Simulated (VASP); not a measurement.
# AlC6 (Pm-3m) in VASP: a series of runs, part 2 of 2

VASP 6.6.1. The steps go on from the part before.

### 5 Single point, PBE (species swapped into the SiB6 type (Pm-3m, No. 221))

Input file INCAR:

```
  ALGO = Normal
  EDIFF = 1E-7
  ENCUT = 520
  GGA = PE
  ISIF = 2
  ISMEAR = 0
  LASPH = True
  LCHARG = False
  LREAL = False
  LWAVE = False
  NBANDS = 22
  NELM = 100
  PREC = Accurate
  SIGMA = 0.1
```

Input file KPOINTS:

```
k-points
0
Gamma
  4 4 4
```

Input file POSCAR:

```
AlC6
1.0
    3.8996708000      0.0000000000      0.0000000000
    0.0000000000      3.8996708000      0.0000000000
    0.0000000000      0.0000000000      3.8996708000
Al C
1 6
Direct
    0.0000000000      0.0000000000      0.0000000000
    0.1729341441      0.5000000000      0.5000000000
    0.5000000000      0.1729341441      0.5000000000
    0.8270658559      0.5000000000      0.5000000000
    0.5000000000      0.8270658559      0.5000000000
    0.5000000000      0.5000000000      0.1729341441
    0.5000000000      0.5000000000      0.8270658559
```

On the command line:

```
> cat potpaw_PBE.64/Al/POTCAR potpaw_PBE.64/C/POTCAR > POTCAR
> mpirun -np 1 vasp_std > vasp.out
```

Wall time 8.1 s (1 thread of Intel Xeon 6975P-C (Granite Rapids), shared host); peak memory 0.16 GiB.

The run converged. Its results:

```
Free energy            : -42.0429 eV
Pressure               : -0.3 GPa
Largest force          : 0.035 eV/Å
Band gap on the k mesh : none (metal or under the smearing width)
```

Forces on the atoms (eV/Å):
```
Al   0.000  0.000  0.000
C    0.035  0.000  0.000
C    0.000  0.035  0.000
C   -0.035  0.000  0.000
C    0.000 -0.035  0.000
C    0.000  0.000  0.035
C    0.000  0.000 -0.035
```

Levels at points of the mesh, in eV from the Fermi level:
```
           k point  band 11  band 12  band 13  band 14  band 15  band 16
(0.00, 0.00, 0.00)    -3.73    -3.49    -3.49    -3.49    -0.55    -0.55
(0.50, 0.00, 0.00)    -3.85    -3.81    -1.89    -1.89     0.83     1.18
(0.50, 0.50, 0.00)    -2.80    -2.80    -1.41     0.28     0.52     2.06
(0.50, 0.50, 0.50)    -4.01     0.38     0.38     0.38     0.72     0.72
```

Caveat: the k mesh is coarse (spacing up to 0.40 Å⁻¹), so the values aren't converged.

### 6 Relaxation of cell and atoms, PBE (species swapped into the SiB6 type (Pm-3m, No. 221))

Input file INCAR:

```
ALGO     = Fast           # electronic algorithm
EDIFF    = 1E-6           # SCF threshold, eV
EDIFFG   = -0.04          # ionic threshold
ENCUT    = 600            # plane-wave cutoff, eV
GGA      = PE             # functional
IBRION   = 2              # ionic algorithm
ISIF     = 3              # what is computed and relaxed
ISMEAR   = 0              # smearing method
LASPH    = True           # aspherical terms in the spheres
LCHARG   = False          # write CHGCAR
LREAL    = False          # projectors in reciprocal space
LWAVE    = False          # write WAVECAR
NELM     = 100            # most SCF steps
NSW      = 90             # ionic steps
PREC     = Accurate       # precision mode
SIGMA    = 0.1            # smearing width, eV
```

KPOINTS is that of step 5.

Input file POSCAR:

```
AlC6
1.0
    4.7317923700      0.0000000000      0.0000000000
    0.0000000000      4.7317923700      0.0000000000
    0.0000000000      0.0000000000      4.7317923700
Al C
1 6
Direct
    0.0000000000      0.0000000000      0.0000000000
    0.2099999900      0.5000000000      0.5000000000
    0.5000000000      0.2099999900      0.5000000000
    0.7900000100      0.5000000000      0.5000000000
    0.5000000000      0.7900000100      0.5000000000
    0.5000000000      0.5000000000      0.2099999900
    0.5000000000      0.5000000000      0.7900000100
```

Potentials or basis: VASP PAW PBE potentials, release 64 (Al, C).

On the command line:

```
> cat potpaw_PBE.64/Al/POTCAR potpaw_PBE.64/C/POTCAR > POTCAR
> mpirun -np 1 vasp_std > vasp.out
```

OUTCAR:

```text
EDIFF = 1E-6
   EDIFFG = -0.04
   ENCUT = 600
   GGA = PE
   IBRION = 2
   ISIF = 3
   ISMEAR = 0
   LASPH = True
   LREAL = False
   NELM = 100
   NSW = 90
   PREC = Accurate

 ion  position               nearest neighbor table
   1  0.000  0.000  0.000-
   2  0.210  0.500  0.500-   3 1.94   5 1.94   6 1.94   7 1.94   4 1.99
   3  0.500  0.210  0.500-   2 1.94   4 1.94   6 1.94   7 1.94   5 1.99
   4  0.790  0.500  0.500-   3 1.94   5 1.94   6 1.94   7 1.94   2 1.99
   5  0.500  0.790  0.500-   2 1.94   4 1.94   6 1.94   7 1.94   3 1.99
   6  0.500  0.500  0.210-   2 1.94   3 1.94   4 1.94   5 1.94   7 1.99
   7  0.500  0.500  0.790-   2 1.94   3 1.94   4 1.94   5 1.94   6 1.99

  LATTYP: Found a simple cubic cell.
 ALAT       =     4.7317923700

  Lattice vectors:

 A1 = (   4.7317923700,   0.0000000000,   0.0000000000)
 A2 = (   0.0000000000,   4.7317923700,   0.0000000000)
 A3 = (   0.0000000000,   0.0000000000,   4.7317923700)

Analysis of symmetry for initial positions (statically):
=====================================================================
 Subroutine PRICEL returns:
 Original cell was already a primitive cell.

 Routine SETGRP: Setting up the symmetry group for a
 simple cubic supercell.

 Subroutine GETGRP returns: Found 48 space group operations
 (whereof 48 operations were pure point group operations)
 out of a pool of 48 trial point group operations.

The static configuration has the point symmetry O_h .

Analysis of symmetry for dynamics (positions and initial velocities):
=====================================================================
 Subroutine PRICEL returns:
 Original cell was already a primitive cell.

 Routine SETGRP: Setting up the symmetry group for a
 simple cubic supercell.

 Subroutine GETGRP returns: Found 48 space group operations
 (whereof 48 operations were pure point group operations)
 out of a pool of 48 trial point group operations.

The dynamic configuration has the point symmetry O_h .

 Subroutine INISYM returns: Found 48 space group operations
 (whereof 48 operations are pure point group operations),
 and found     1 'primitive' translations

[... 96 lines left out ...]
   ISYM   =      2    0-nonsym 1-usesym 2-fastsym
   POTIM  = 0.5000    time-step for ionic-motion
   TEBEG  =    0.0;   TEEND  =   0.0 temperature during run
   PSTRESS=    0.0 pullay stress
   NELECT =      27.0000    total number of electrons
   NUPDOWN=      -1.0000    fix difference up-down
   EMIN   =  10.00;   EMAX   =-10.00  energy-range for DOS
   EFERMI =   0.00;   METHOD = LEGACY
   ISMEAR =     0;   SIGMA  =   0.10  broadening in eV -4-tet -1-fermi 0-gaus
   EFERMI_NEDOS =   21; number of points for ismear=-14 and -15
   IALGO  =     68    algorithm
   IMIX   =      4    mixing-type and parameters
     AMIX     =   0.40;   BMIX     =  1.00
     AMIX_MAG =   1.60;   BMIX_MAG =  1.00
  volume/ion in A,a.u.               =      15.13       102.14
  Fermi-wavevector in a.u.,A,eV,Ry     =   1.037936  1.961414 14.657696  1.077310
  Thomas-Fermi vector in A             =   2.172397
   LORBIT       =      0    0 simple, 1 ext, 2 COOP (PROOUT), +10 PAW based schemes
   GGA     = PE    functional components
   LHFCALC =     F    Hartree Fock is set to
   AEXX    =    0.0000 exact exchange contribution
   IVDW    =     0    specifies the selected vdW correction
   LEPSILON=     F    determine dielectric tensor
   LRPA    =     F    only Hartree local field effects (RPA)
 conjugate gradient relaxation of ions
 non-spin polarized calculation
 RMM-DIIS sequential band-by-band and
 Gauss-broadening in eV      SIGMA  =   0.10
  energy-cutoff  :      600.00
  volume of cell :      105.94
 maximum number of plane-waves:      3575
 NGX is ok and might be reduce to    40
   NGX = 19   NGY = 19   NGZ = 19

--------------------------------------- Ionic step        1  -------------------------------------------

 number of electron      27.0000000 magnetization

 Free energy of the ion-electron system (eV)
  ---------------------------------------------------
  ext. energy  EPLUGINS =         0.00000000
  ---------------------------------------------------
  free energy    TOTEN  =       -35.27979207 eV

  energy without entropy =      -35.25803685  energy(sigma->0) =      -35.26891446

 E-fermi :   3.0405     XC(G=0):  -8.9812

 val. band max:        2.9869896686   @ k =   0.2500   0.2500   0.0000
 cond. band min:       3.0757502373   @ k =   0.2500   0.0000   0.0000
 fundamental gap:      0.0887605687
 Fermi energy:         3.0405479971
[... 719 lines left out ...]
      4      -7.1375      2.00000
      5      -0.6902      2.00000
      6      -0.6902      2.00000
[... 9 lines left out ...]
     16      14.4022      0.00000
     17      14.4060      0.00000

[... ionic steps 4 to 17 ...]

--------------------------------------- Ionic step       18  -------------------------------------------

 number of electron      27.0000002 magnetization

------------------------ aborting loop because EDIFF is reached ----------------------------------------
[... 77 lines left out ...]
--------------------------------------- Ionic step       20  -------------------------------------------

 number of electron      27.0000002 magnetization

 Free energy of the ion-electron system (eV)
  ---------------------------------------------------
  ext. energy  EPLUGINS =         0.00000000
  ---------------------------------------------------
  free energy    TOTEN  =       -42.11302982 eV

  energy without entropy =      -42.10871091  energy(sigma->0) =      -42.11087036

 E-fermi :   9.0233     XC(G=0): -11.5737

 val. band max:        8.4748123220   @ k =   0.0000   0.0000   0.0000
 cond. band min:       9.1254945172   @ k =   0.5000   0.2500   0.2500
 fundamental gap:      0.6506821953
 Fermi energy:         9.0232668104
[... 232 lines left out ...]
  FREE ENERGIE OF THE ION-ELECTRON SYSTEM (eV)
  ---------------------------------------------------
  free  energy   TOTEN  =       -42.1130298216 eV

  energy  without entropy=      -42.1087109073  energy(sigma->0) =      -42.11087036

 reached required accuracy - stopping structural energy minimisation
```

OSZICAR:

```text
N       E                     dE             d eps       ncg     rms          rms(c)
DAV:   1     0.106259839051E+03    0.10626E+03   -0.12428E+04   340   0.146E+03
DAV:   2    -0.251145519097E+02   -0.13137E+03   -0.12947E+03   448   0.231E+02
DAV:   3    -0.356911204933E+02   -0.10577E+02   -0.10458E+02   437   0.680E+01
[... 212 lines left out ...]
DAV:   1    -0.421132058081E+02   -0.67323E-03   -0.18999E-02   393   0.110E+00    0.745E-02
RMM:   2    -0.421130610624E+02    0.14475E-03   -0.56562E-04   345   0.185E-01    0.400E-02
RMM:   3    -0.421130281205E+02    0.32942E-04   -0.35822E-04   349   0.119E-01    0.539E-03
RMM:   4    -0.421130290745E+02   -0.95399E-06   -0.40649E-05   347   0.465E-02    0.380E-03
RMM:   5    -0.421130298216E+02   -0.74705E-06   -0.93221E-06   298   0.194E-02
  20 F= -.42113030E+02 E0= -.42110870E+02  d E =-.762270E-03
```

Run time: 2.8 min. Hardware: 1 thread of Intel Xeon 6975P-C (Granite Rapids), shared host; peak memory 0.25 GiB.

What came out:

| Property | Result |
| --- | --- |
| Free energy | -42.1130 eV |
| Relaxed volume | 8.44 Å³/atom |
| Relaxed cell | a = 3.894 Å, b = 3.894 Å, c = 3.894 Å, α = 90.00°, β = 90.00°, γ = 90.00° |
| Space group after relaxing (to 0.05 Å) | Pm-3m (No. 221) |
| Energy gained by relaxing | 976.2 meV/atom |
| Ionic steps | 20 |
| Pressure after relaxing | 0.3 GPa |
| Largest force after relaxing | 0.014 eV/Å |

Forces in eV/Å, atoms in the order of the input:
```
Al   0.000  0.000  0.000
C   -0.014  0.000  0.000
C    0.000 -0.014  0.000
C    0.014  0.000  0.000
C    0.000  0.014  0.000
C    0.000  0.000 -0.014
C    0.000  0.000  0.014
```

The path:
```
step  energy change (eV)  largest force (eV/Å)  pressure (GPa)  volume (Å³)
   1              0.0000                1.2829          -16.94       105.94
   2             -1.9368                1.3311          -10.21        83.25
   3             -2.0301                2.9313           -5.55        77.46
   4             -3.0502                4.4336            6.30        63.34
   5             -1.6658                5.3508          117.24        42.93
   6             -2.9302                5.7787           14.87        59.41
   7             -3.2988                8.7530           41.81        50.73
   8             -3.6388                8.0902           48.65        49.46
   9             -3.8695                5.5639           66.54        47.11
  10             -4.1844                5.2123           61.26        47.63
  11             -4.9999                4.1990           46.96        49.24
  12             -6.1180                2.5438           24.59        52.57
  13             -6.8288                0.2463           -2.19        59.66
  14             -6.8296                0.3076           -1.54        59.39
  15             -6.8288                0.3694           -0.88        59.13
  16             -6.8315                0.2218           -0.13        59.01
  17             -6.8325                0.0736            0.63        58.89
  18             -6.8325                0.0655            0.67        58.88
  19             -6.8327                0.0528            0.57        58.92
  20             -6.8332                0.0142            0.25        59.06
```

Final structure:
```xyz
7
Lattice="3.8943 0.0000 0.0000 0.0000 3.8943 0.0000 0.0000 0.0000 3.8943" Properties=species:S:1:pos:R:3 pbc="T T T"
Al    0.0000    0.0000    0.0000
C     0.6746    1.9471    1.9471
C     1.9471    0.6746    1.9471
C     3.2197    1.9471    1.9471
C     1.9471    3.2197    1.9471
C     1.9471    1.9471    0.6746
C     1.9471    1.9471    3.2197
```

Caveat: the volume moved by over 15 % at a fixed basis, so the end points are rough; the bands computed are all filled at some k points, so no gap is given.

### 7 The runs side by side

```csv
task,cell,k mesh,cutoff (eV),mesh quality,gap on the mesh (eV),pressure (GPa),relaxed volume (Å³/atom),largest force (eV/Å)
single point,"species swapped into the SiB6 type (Pm-3m, No. 221)",10 × 10 × 10,520,not flagged,none,0.0,-,0.03
relaxation of cell and atoms,"relaxed from: species swapped into the SiB6 type (Pm-3m, No. 221)",10 × 10 × 10,600,not flagged,-,0.0,8.35,0.01
single point,"species swapped into the SiB6 type (Pm-3m, No. 221)",4 × 4 × 4,520,not flagged,none,-16.8,-,1.28
single point,"species swapped into the SiB6 type (Pm-3m, No. 221)",4 × 4 × 4,520,coarse,none,-0.3,-,0.03
relaxation of cell and atoms,"relaxed from: species swapped into the SiB6 type (Pm-3m, No. 221)",4 × 4 × 4,600,not flagged,-,0.3,8.44,0.01
```

Alike in all rows: level PBE; potentials or basis VASP PAW PBE potentials, release 64 (Al, C); no spin polarisation; smearing gaussian 0.1 eV.

Caveats: some runs use coarse meshes; the bands computed are all filled at some k points, so no gap is given (some runs); so large a pressure means that the cell lies far from this level's equilibrium, or that cutoff or potentials fall short (some runs); forces of over 1 eV/Å show positions far from the minimum, so gaps and moduli don't describe the material at rest (some runs); the volume moved by over 15 % at a fixed basis, so the end points are rough (some runs).

Absolute energies hang on the potentials; compare differences alone.
